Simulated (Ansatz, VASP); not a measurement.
# TlBiSe3 in two plane-wave programs

Wanted: the spread between two codes on one cell, functional and k mesh. The cell is generated by rule, not measured, and may not be a known phase. The cell is taken from a series of runs on this material, whose earlier steps may have relaxed, scaled, displaced or heated it; both programs get it as it stands.

Calculated with Ansatz 0.2.0; plane waves, with VASP 6.6.1 beside it; relaxation of cell and atoms at PBEsol.

The structure was built from a prototype and need not be the compound's stable phase.

## (1) The structure

It takes space group Pmma (No. 51, orthorhombic). Conventional cell: a = 7.794 Å, b = 4.313 Å, c = 8.708 Å, α = 90.00°, β = 90.00°, γ = 90.00°. Tl has 5 Se at 3.25 to 3.26 Å nearest. Nearest to Bi lie 6 Se at 2.83 to 3.02 Å. Nearest to Se lie 4 Se at 2.93 Å and 2 Bi at 3.02 Å. Nearest to Se lie 2 Bi at 2.83 Å and 4 Tl at 3.26 Å. Nearest to Se lie 2 Bi at 2.89 Å and 4 Se at 2.93 Å and 1 Tl at 3.25 Å. Farther neighbours and most contacts between anions are not listed.

## (2) VASP: relaxation of cell and atoms, PBEsol

The relaxed volume is the usual yardstick between codes: in a stiff, nearly cubic crystal its relative difference is about their pressure difference at one cell divided by the bulk modulus.

Lines of VASP's logs that name or quote its potential files are left out, and so is its time.

Input file INCAR:

```
SYSTEM = TlBiSe3
PREC = Accurate
ENCUT = 500
EDIFF = 1E-07
NELM = 120
ISMEAR = 1
SIGMA = 0.2
LREAL = .FALSE.
ALGO = Normal
GGA = PS
NBANDS = 57
LORBIT = 11
LWAVE = .FALSE.
LCHARG = .FALSE.
ISIF = 3
IBRION = 2
NSW = 80
EDIFFG = -0.005
LASPH = .TRUE.
GGA_COMPAT = .FALSE.
NELMIN = 4
KPAR = 2
```

Input file POSCAR:

```
TlBiSe3
1.0
    7.7941550000      0.0000000000      0.0000000000
    0.0000000000      4.3131860000      0.0000000000
    0.0000000000      0.0000000000      8.7083210000
Tl Bi Se
2 2 6
Direct
    0.2500000321      0.0000000000      0.3296195673
    0.7499999679      0.0000000000      0.6703804327
    0.2500000321      0.5000000000      0.7355677403
    0.7499999679      0.5000000000      0.2644321448
    0.5000000642      0.5000000000      0.0000000000
    0.0000000000      0.5000000000      0.4999999426
    0.0000000000      0.5000000000      0.0000000000
    0.5000000642      0.5000000000      0.4999999426
    0.2500000321      0.0000000000      0.9567351732
    0.7499999679      0.0000000000      0.0432648268
```

Input file KPOINTS:

```
Automatic mesh
0
Gamma
6 8 4
0 0 0
```

PAW data sets: Tl_d, Bi_d and Se (PBE family, release 64).

Started as:

```console
$ mpirun -np 2 vasp_std
```

Numbers of over 12 decimals in the logs are rounded to 6 here.

The log of the run:

```text
[banner, memory and clock lines left out]
running    2 mpi-ranks, on    1 nodes
 distrk:  each k-point on    1 cores,    2 groups
 distr:  one band on    1 cores,    1 groups

 POSCAR found type information on POSCAR TlBiSe
 POSCAR found :  3 types and      10 ions
|                                                                             |
|               ----> ADVICE to this user running VASP <----                  |
|                                                                             |
|     You enforced a specific xc type in the INCAR file but a different       |
|     [... a line on the potential file left out ...]
|     I HOPE YOU KNOW WHAT YOU ARE DOING!                                     |
|                                                                             |

 LDA part: xc-table for (Slater+PW92), standard interpolation
 POSCAR, INCAR and KPOINTS ok, starting setup
 FFT: planning ... GRIDC
 FFT: planning ... GRID_SOFT
 FFT: planning ... GRID
 WAVECAR not read
 entering main loop
       N       E                     dE             d eps       ncg     rms          rms(c)
DAV:   1     0.773395735620E+03    0.77340E+03   -0.42243E+04  6856   0.150E+03
DAV:   2     0.555902339409E+02   -0.71781E+03   -0.69223E+03  7358   0.369E+02
DAV:   3    -0.340903587327E+02   -0.89681E+02   -0.85978E+02  8339   0.138E+02
DAV:   4    -0.387219351321E+02   -0.46316E+01   -0.45478E+01  7994   0.310E+01
DAV:   5    -0.389047289492E+02   -0.18279E+00   -0.18244E+00  9819   0.644E+00    0.814E+00
DAV:   6    -0.376288609790E+02    0.12759E+01   -0.26190E+00  9028   0.641E+00    0.494E+00
DAV:   7    -0.376250192280E+02    0.38418E-02   -0.85047E-01  8179   0.249E+00    0.222E+00
DAV:   8    -0.376152135843E+02    0.98056E-02   -0.10350E-01  8050   0.154E+00    0.503E-01
DAV:   9    -0.376137437936E+02    0.14698E-02   -0.16136E-02  7765   0.522E-01    0.125E-01
DAV:  10    -0.376138423445E+02   -0.98551E-04   -0.27877E-03  9564   0.185E-01    0.710E-02
DAV:  11    -0.376139566496E+02   -0.11431E-03   -0.33351E-04  7910   0.830E-02    0.192E-02
DAV:  12    -0.376139719390E+02   -0.15289E-04   -0.46353E-05  8098   0.265E-02    0.672E-03
DAV:  13    -0.376139734568E+02   -0.15179E-05   -0.57941E-06  9077   0.986E-03    0.350E-03
DAV:  14    -0.376139736472E+02   -0.19034E-06   -0.80172E-07  7196   0.331E-03    0.113E-03
DAV:  15    -0.376139736172E+02    0.29955E-07   -0.10628E-07  5110   0.148E-03
   1 F= -.37613974E+02 E0= -.37614006E+02  d E =-.376140E+02
[... from here on, the cycles between the ionic steps are left out ...]
   2 F= -.37614138E+02 E0= -.37614217E+02  d E =-.164810E-03
   3 F= -.37614271E+02 E0= -.37614450E+02  d E =-.297466E-03
   4 F= -.37614374E+02 E0= -.37614639E+02  d E =-.103392E-03
   5 F= -.37614393E+02 E0= -.37614718E+02  d E =-.121950E-03
   6 F= -.37614431E+02 E0= -.37614807E+02  d E =-.381883E-04
   7 F= -.37614489E+02 E0= -.37615019E+02  d E =-.957190E-04
   8 F= -.37614490E+02 E0= -.37615046E+02  d E =-.970219E-04
   9 F= -.37614521E+02 E0= -.37615100E+02  d E =-.313392E-04
 trial-energy change:   -0.000031  1 .order   -0.000031   -0.000041   -0.000022
 step:   3.4898(harm=  3.4898)  dis= 0.00280  next Energy=   -37.614534 (dE=-0.437E-04)
 bond charge predicted
       N       E                     dE             d eps       ncg     rms          rms(c)
DAV:   1    -0.376145971188E+02   -0.75785E-04   -0.13864E-02  7262   0.460E-01    0.551E-02
DAV:   2    -0.376145657781E+02    0.31341E-04   -0.56174E-04  8986   0.123E-01    0.294E-02
DAV:   3    -0.376145366992E+02    0.29079E-04   -0.48374E-05  9727   0.437E-02    0.118E-02
DAV:   4    -0.376145340582E+02    0.26409E-05   -0.10103E-05  9369   0.166E-02    0.349E-03
DAV:   5    -0.376145342398E+02   -0.18157E-06   -0.91021E-07  7992   0.532E-03    0.113E-03
DAV:   6    -0.376145343103E+02   -0.70528E-07   -0.87266E-08  4568   0.164E-03
  10 F= -.37614534E+02 E0= -.37615141E+02  d E =-.442549E-04
 curvature:  -3.03 expect dE=-0.104E-04 dE for cont linesearch -0.472E-08
 trial: gam= 0.13291 g(F)=  0.314E-05 g(S)=  0.296E-06 ort = 0.260E-06 (trialstep = 0.200E+01)
 search vector abs. value=  0.427E-05
 reached required accuracy - stopping structural energy minimisation
```

Parts of OUTCAR (step 2):

```text
ion  position               nearest neighbor table
   1  0.250  0.000  0.330-   9 3.25   6 3.26   6 3.26   8 3.26   8 3.26
   2  0.750  0.000  0.670-  10 3.25   8 3.26   8 3.26   6 3.26   6 3.26
   3  0.250  0.500  0.736-   6 2.83   8 2.83   9 2.89   9 2.89   7 3.02   5 3.02
   4  0.750  0.500  0.264-   8 2.83   6 2.83  10 2.89  10 2.89   5 3.02   7 3.02
   5  0.500  0.500  0.000-   4 3.02   3 3.02
   6  0.000  0.500  0.500-   3 2.83   4 2.83   1 3.26   1 3.26   2 3.26   2 3.26
   7  0.000  0.500  0.000-   4 3.02   3 3.02
   8  0.500  0.500  0.500-   4 2.83   3 2.83   2 3.26   2 3.26   1 3.26   1 3.26
   9  0.250  0.000  0.957-   3 2.89   3 2.89   1 3.25
  10  0.750  0.000  0.043-   4 2.89   4 2.89   2 3.25

  LATTYP: Found a simple orthorhombic cell.
 ALAT       =     4.3131860000
 B/A-ratio  =     1.8070528375
 C/A-ratio  =     2.0189996443

 Subroutine GETGRP returns: Found  8 space group operations
 (whereof  4 operations were pure point group operations)

The static configuration has the point symmetry C_2h.
 The point group associated with its full space group is D_2h.

 Found     60 irreducible k-points:

   k-points           NKPTS =     60   k-points in BZ     NKDIM =     60   number of bands    NBANDS=     57

   dimension x,y,z NGX =    60 NGY =   32 NGZ =   64
   dimension x,y,z NGXF=   120 NGYF=   64 NGZF=  128

   ENCUT  =  500.0 eV  36.75 Ry    6.06 a.u.  14.21  7.86 15.88*2*pi/ulx,y,z

   NELECT =      92.0000    total number of electrons

 k-points in reciprocal lattice and weights: Automatic mesh
   0.00000000  0.00000000  0.00000000       0.005
   0.16666667  0.00000000  0.00000000       0.010
   0.33333333  0.00000000  0.00000000       0.010
   0.50000000  0.00000000  0.00000000       0.005
   0.00000000  0.12500000  0.00000000       0.010
   0.16666667  0.12500000  0.00000000       0.021
   0.33333333  0.12500000  0.00000000       0.021
   0.50000000  0.12500000  0.00000000       0.010
   0.00000000  0.25000000  0.00000000       0.010
[...]
0.33333333  0.50000000  0.50000000       0.010
   0.50000000  0.50000000  0.50000000       0.005

 average (electrostatic) potential at core
       1 -84.5088       2 -84.5088       3-106.9834       4-106.9835       5 -54.0869
       6 -53.5136       7 -54.0869       8 -53.5137       9 -54.5585      10 -54.5585

 E-fermi :   4.3749

 k-point     1 :       0.0000    0.0000    0.0000
  band No.  band energies     occupation
    ...
     42       2.8973      2.00000
     43       3.0036      2.00000
     44       3.2321      2.00000
     45       3.4614      2.00000
     46       3.9986      2.02301
     47       4.5322      0.02684
     48       4.5476     -0.00917
     49       4.8962     -0.00142
     50       5.3616     -0.00000
     51       5.6073     -0.00000
    ...

 k-point     2 :       0.1667    0.0000    0.0000
  band No.  band energies     occupation
    ...
     42       2.7836      2.00000
     43       3.0333      2.00000
     44       3.1568      2.00000
     45       3.3933      2.00000
     46       4.2068      1.99933
     47       4.6271     -0.07052
     48       4.6442     -0.06705
     49       4.7627     -0.01938
     50       5.4501     -0.00000
     51       5.6354     -0.00000
    ...

 k-point     3 :       0.3333    0.0000    0.0000
  band No.  band energies     occupation
    ...
     43       3.2271      2.00000
     44       3.2917      2.00000
     45       3.4594      2.00000
     46       4.0660      2.05127
     47       4.3849      0.91560
     48       4.5072      0.10843
     49       5.3744     -0.00000
     50       5.6905     -0.00000
     51       5.9826     -0.00000
     52       6.4644     -0.00000
    ...

  Total       -0.0070205      0.0030556      0.0016525      0.0000000      0.0000000      0.0000000
  in kB       -0.0384889      0.0167517      0.0090598      0.0000000      0.0000000      0.0000000
  external PRESSURE =      -0.0042258 kB  Pullay stress =       0.0000000 kB

  energy-cutoff  :      500.00
  volume of cell :      292.24
      direct lattice vectors                 reciprocal lattice vectors
     7.801420377  0.000000000 -0.000000000     0.128181786  0.000000000  0.000000000
     0.000000000  4.296143552  0.000000000     0.000000000  0.232766896  0.000000000
    -0.000000000  0.000000000  8.719509951     0.000000000  0.000000000  0.114685344

 POSITION                                       TOTAL-FORCE (eV/Angst)
 -----------------------------------------------------------------------------------
      1.95036      0.00000      2.87405        -0.000000     -0.000000      0.003429
      5.85107      0.00000      5.84546         0.000000     -0.000000     -0.003429
      1.95036      2.14807      6.40906         0.000000      0.000000      0.003935
      5.85107      2.14807      2.31045         0.000000     -0.000000     -0.003935
      3.90071      2.14807     -0.00000        -0.000000     -0.000000      0.000000
     -0.00000      2.14807      4.35975        -0.000000     -0.000000      0.000000
     -0.00000      2.14807      0.00000        -0.000000     -0.000000      0.000000
      3.90071      2.14807      4.35975        -0.000000     -0.000000      0.000000
      1.95036      0.00000      8.35373        -0.000000     -0.000000      0.002294
      5.85107      0.00000      0.36578         0.000000     -0.000000     -0.002294
 -----------------------------------------------------------------------------------
    total drift:                                0.001111      0.000000      0.000422

  FREE ENERGIE OF THE ION-ELECTRON SYSTEM (eV)
  ---------------------------------------------------
  free  energy   TOTEN  =       -37.6145343103 eV

  energy  without entropy=      -37.6163530212  energy(sigma->0) =      -37.61514055

 reached required accuracy - stopping structural energy minimisation

 total charge
# of ion       s       p       d       tot
------------------------------------------
    1        1.268   0.197   9.659  11.124
    2        1.268   0.197   9.659  11.124
    3        1.591   1.121   9.959  12.671
    4        1.591   1.121   9.959  12.671
    5        1.519   2.149   0.033   3.700
    6        1.479   2.293   0.020   3.793
    7        1.519   2.149   0.033   3.700
    8        1.479   2.293   0.020   3.793
    9        1.533   2.117   0.045   3.694
   10        1.533   2.117   0.045   3.694
--------------------------------------------------
tot         14.778  15.754  39.431  69.964

[... 3 further parts left out ...]
```

CONTCAR:

```
TlBiSe3
   1.00000000000000
     7.8014203771101807    0.0000000000000000   -0.0000000000000001
     0.0000000000000000    4.2961435515881599    0.0000000000000000
    -0.0000000000000001    0.0000000000000000    8.7195099514947891
  Tl              Bi              Se
     2     2     6
Direct
     0.2500000320999973    0.0000000000000000    0.3296116445516696
     0.7499999679000027    0.0000000000000000    0.6703883554483304
     0.2500000320999973    0.5000000000000000    0.7350250397030418
     0.7499999679000027    0.5000000000000000    0.2649748453969539
     0.5000000642000018    0.5000000000000000    0.0000000000000000
     0.0000000000000000    0.5000000000000000    0.4999999425999988
     0.0000000000000000    0.5000000000000000    0.0000000000000000
     0.5000000642000018    0.5000000000000000    0.4999999425999988
     0.2500000320999973    0.0000000000000000    0.9580507439225250
     0.7499999679000027    0.0000000000000000    0.0419492560774748
```

(Part 1 of 2 ends here.)

[Lines on the potential files, build, host, timing and source positions are cut from VASP's logs without a mark.]

[Logs are printed without paths, hosts, clocks, repeated set-up lines and the standing remarks that a program may print on its own settings, such as how far it seeks lower states.]

[Hosts, paths, dates, database ids (printed as entryN), source tags and the programs' standing remarks are cut or masked in the printed files.]
